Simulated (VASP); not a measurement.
**CrN2 under changes of volume**

One of the cells (8.882 Å³/atom); the others are scaled copies at fixed shape and fractional positions:

```
Cr N
1.0
     3.92763    0.00000    0.00000
     0.00000    4.84136    0.00000
     0.00000    0.00000    2.80261
Cr N
2 4
Direct
  0.00000 0.00000 0.00000
  0.50000 0.50000 0.50000
  0.86617 0.58878 0.00000
  0.13383 0.41123 0.00000
  0.36617 0.91122 0.50000
  0.63383 0.08878 0.50000
```

The cell comes from a database or a generator and needn't be the stable form of this composition.

| Property | Result |
| --- | --- |
| Program | VASP 6.6.1 |
| Functional | PBE |
| Potentials or basis | VASP PAW PBE potentials, release 64 (Cr_pv, N) |
| Cutoff | 520 eV |
| k mesh | 7 × 6 × 10 |
| Occupations | fermi-dirac, width 0.05 eV |
| Spin | collinear spin, ferromagnetic start |
| Starting moments | [3.0, 3.0, 0.0, 0.0, 0.0, 0.0] μB |

| volume (Å³/atom) | energy over the lowest point (meV/atom) | pressure (GPa) | moment (μB per cell) | largest force (eV/Å) |
| --- | --- | --- | --- | --- |
| 8.185 | ? | ? | ? | ? |
| 8.359 | 8.77 | 11.0 | 4.21 | 0.560 |
| 8.534 | 0.00 | 4.8 | 4.23 | 0.317 |
| 8.882 | 0.75 | -5.5 | 4.27 | 0.139 |
| 9.056 | 8.97 | -9.9 | 4.30 | 0.340 |
| 9.230 | 21.69 | -13.8 | 4.33 | 0.533 |

Question: What does the run at 8.185 Å³/atom give?

Answer: Energy over the lowest point 24.60 meV/atom; pressure 17.8 GPa; moment 4.19 μB per cell; largest force 0.820 eV/Å.

Worked out: A Birch-Murnaghan fit of order 3 (a polynomial in V^(-2/3)) to the other rows has its minimum at 8.69 Å³/atom with B0 = V·E''(V) = 261 GPa and B' = 4.5 at fixed shape and positions, which overstates the stiffness. It gives 24.52 meV/atom at 8.185 Å³/atom, against the run's 24.60, and -dE/dV = 18.0 GPa, against 17.8. A straight line through the other rows of the moment, of slope 0.136 μB per Å³/atom, extrapolates to 4.18 μB, against the run's 4.19.

Energies are extrapolated to zero smearing.

Caveats: only a ferromagnetic start was run, and an antiferromagnetic order may lie lower in energy.
